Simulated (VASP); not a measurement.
Method: PBE GGA, VASP's PBE PAW potentials (set 64) (plane waves; VASP 6.6.1).

VASP input:

POSCAR:
```
Se
1
    2.2632651772    -3.9200902617     0.0000000000
    2.2632651772     3.9200902617     0.0000000000
    0.0000000000     0.0000000000     5.0457517533
Se
3
Direct
  0.0000000000   0.2188512703   0.6666670000
  0.7811487297   0.7811487297   0.0000000000
  0.2188512703   0.0000000000   0.3333330000
```

### INCAR
```
SYSTEM=Se
PREC=Accurate; ENCUT=520; LREAL=.FALSE.
LASPH=.TRUE.
EDIFF=1E-7; NELM=100; ALGO=Normal
LMAXMIX=4
ISMEAR=-5
GGA=PE
ISIF=2
LWAVE=.FALSE.; LCHARG=.TRUE.; LORBIT=11
NEDOS=601
```

### KPOINTS
```
Automatic mesh
0
Gamma
8 8 6
0 0 0
```

POTCAR, in this order: Se (PBE.64 set). Program: vasp_std.

Without a dispersion term in the relaxation, distances and binding between the weakly bound layers, chains or molecules are unreliable, and so is what depends on them.

Problem. Estimate the energy per atom (σ→0).

Solution. 
| Property | Result |
|---|---|
| energy per atom (σ→0) | -3.504 eV/atom |

### OSZICAR
```
...
DAV:   7    -0.105111743894E+02    0.22032E-01   -0.81666E-02  1405   0.206E+00    0.200E-01
DAV:   8    -0.105106015803E+02    0.57281E-03   -0.98581E-03  1375   0.704E-01    0.999E-02
DAV:   9    -0.105107433353E+02   -0.14175E-03   -0.32276E-04  1685   0.138E-01    0.296E-02
DAV:  10    -0.105107849612E+02   -0.41626E-04   -0.60407E-05  1400   0.597E-02    0.817E-03
DAV:  11    -0.105107888019E+02   -0.38407E-05   -0.10212E-05  1530   0.217E-02    0.383E-03
DAV:  12    -0.105107885859E+02    0.21603E-06   -0.21692E-06  1470   0.107E-02    0.213E-03
DAV:  13    -0.105107885663E+02    0.19536E-07   -0.35595E-07  1554   0.373E-03
   1 F= -.10510789E+02 E0= -.10510789E+02  d E =0.000000E+00
```

The compound is Se in the trig structure. It was relaxed first, which changed the volume by +9 %.
